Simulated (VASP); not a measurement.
Crystal: La.

```xyz
2
Lattice="3.7500 0.0000 0.0000 -1.8750 3.2476 0.0000 0.0000 0.0000 6.0700" Properties=species:S:1:pos:R:3 pbc="T T T"
La    0.0000    2.1651    1.5175
La    1.8750    1.0825    4.5525
```

This isn't the form of La at room conditions, which is double hcp.

| Property | Result |
| --- | --- |
| Program | VASP 6.6.1 |
| Task | relaxation of cell and atoms |
| Functional | LDA |
| Potentials or basis | VASP PAW LDA potentials, release 64 (La) |
| Cutoff | 600 eV |
| k mesh | 12 × 12 × 6 |
| Occupations | methfessel-paxton, width 0.1 eV |
| Spin | no spin polarisation |

At the start: pressure -3.1 GPa; volume 36.96 Å³/atom.

Problem. Where does the relaxation end?

Solution. Over 14 steps the energy falls by 46.4 meV/atom and the volume is 32.41 Å³/atom (-12.3 %); space group P6_3/mmc (No. 194, to 0.05 Å).

The path:
| step | energy change (eV) | largest force (eV/Å) | pressure (GPa) | volume (Å³) |
| --- | --- | --- | --- | --- |
| 1 | 0.0000 | 0.0000 | -3.10 | 73.92 |
| 2 | -0.0886 | 0.0000 | -0.67 | 66.54 |
| 3 | -0.0920 | 0.0000 | -0.03 | 64.89 |
| 4 | -0.0920 | 0.0000 | 0.08 | 64.72 |
| 5 | -0.0924 | 0.0000 | -0.03 | 64.89 |
| 6 | -0.0926 | 0.0000 | -0.16 | 65.26 |
| 7 | -0.0927 | 0.0000 | -0.10 | 65.11 |
| 8 | -0.0927 | 0.0000 | -0.14 | 65.16 |
| 9 | -0.0927 | 0.0000 | -0.14 | 65.14 |
| 10 | -0.0928 | 0.0000 | -0.07 | 64.90 |
| 11 | -0.0928 | 0.0000 | -0.06 | 64.93 |
| 12 | -0.0928 | 0.0000 | -0.11 | 64.95 |
| 13 | -0.0928 | 0.0000 | -0.05 | 64.93 |
| 14 | -0.0929 | 0.0000 | 0.00 | 64.83 |

Final structure:
```
La
1.0
     3.57758    0.00000    0.00000
    -1.78879    3.09827    0.00000
     0.00000    0.00000    5.84865
La
2
Cartesian
  0.0000 2.0655 1.4622
  1.7888 1.0328 4.3865
```

Caveat: the volume moved by -12 % from the deposited cell, more than functionals usually miss.
